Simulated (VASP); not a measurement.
VASP runs on Si$_{3}$N$_{4}$ (space group Fd-3m) share one base input (PBE GGA, plane waves, VASP's PBE PAW potentials (set 64)) and change the settings named in each case.

**POSCAR**
```
Si3N4
4.035330
  0.0000000000   1.0000000000   1.0000000000
  1.0000000000   0.0000000000   1.0000000000
  1.0000000000   1.0000000000   0.0000000000
Si N
6 8
Direct
  0.1250000000   0.1250000000   0.1250000000
  0.6250000000   0.1250000000   0.1250000000
  0.1250000000   0.6250000000   0.1250000000
  0.1250000000   0.1250000000   0.6250000000
  0.7500000000   0.7500000000   0.7500000000
  0.5000000000   0.5000000000   0.5000000000
  0.3626000000   0.3626000000   0.3626000000
  0.9122000000   0.3626000000   0.3626000000
  0.3626000000   0.9122000000   0.3626000000
  0.3626000000   0.3626000000   0.9122000000
  0.8874000000   0.8874000000   0.8874000000
  0.3378000000   0.8874000000   0.8874000000
  0.8874000000   0.3378000000   0.8874000000
  0.8874000000   0.8874000000   0.3378000000
```

**INCAR**
```
# general
SYSTEM = Si3N4
PREC   = Accurate
ENCUT  = 400
LREAL  = Auto   # projection in real space or not
LASPH  = .TRUE.

# electronic loop
EDIFF  = 1E-6
NELM   = 100
ALGO   = Normal   # blocked Davidson

# smearing
ISMEAR = -1   # Fermi-Dirac
SIGMA  = 0.1   # width (eV)

# functional
GGA    = PE   # PBE

# ions
ISIF   = 2   # forces and stress, cell fixed

# output
LWAVE  = .FALSE.
LCHARG = .FALSE.
```

### KPOINTS
```
Automatic mesh
0
G
 6 6 6
0 0 0
```

POTCAR, in this order: Si N (PBE.64 set). Program: vasp_std.

```tsv
change	E(σ→0) (eV/atom)	pressure (GPa)	largest force (eV/Å)	−TS (eV)
base run	-7.9233	-25.78	1.914	0.0000
EDIFF = 1E-09, ENCUT = 560, KPOINTS 9×9×9 Γ-centred mesh	-7.9222	…	…	0.0000
ENCUT = 280, ISMEAR = 0, SIGMA = 0.272, KPOINTS 4×4×4 Γ-centred mesh	-7.8907	-56.07	1.722	0.0000
ISMEAR = 1, SIGMA = 0.272, KPOINTS 4×4×4 Γ-centred mesh	-7.9233	-25.77	1.914	0.0278
ENCUT = 240, GGA removed, KPOINTS 1×1×1 Γ-centred mesh, POTCAR Si N (LDA.64 set)	-7.3085	-93.87	1.915	-0.0003
ENCUT = 200, ISMEAR = 1, SIGMA = 0.5, KPOINTS 8×8×8 Γ-centred mesh	-8.0537	-111.18	2.104	0.1065
ENCUT = 240	-7.9774	-78.07	2.046	0.0000
```

Q: Some entries are withheld; supply them.

A: 
- EDIFF = 1E-09, ENCUT = 560, KPOINTS 9×9×9 Γ-centred mesh, pressure (GPa): -21.60
- EDIFF = 1E-09, ENCUT = 560, KPOINTS 9×9×9 Γ-centred mesh, largest force (eV/Å): 1.892

Energies of different potentials or functionals have different zeros.

Left out are runs that ran out of time, are held back, or changed the cell or the kind of run, fixed moments of cells without a moment, rows past the twelfth, gaps on odd meshes, pressures of charged cells and columns that move by less than the noise.

The structure was generated: Si3N4 was put into an ordered model structure, which need not be its known phase. The cell was not relaxed at this level, forces remain on its atoms, its lattice was scaled by up to 2.5 %.
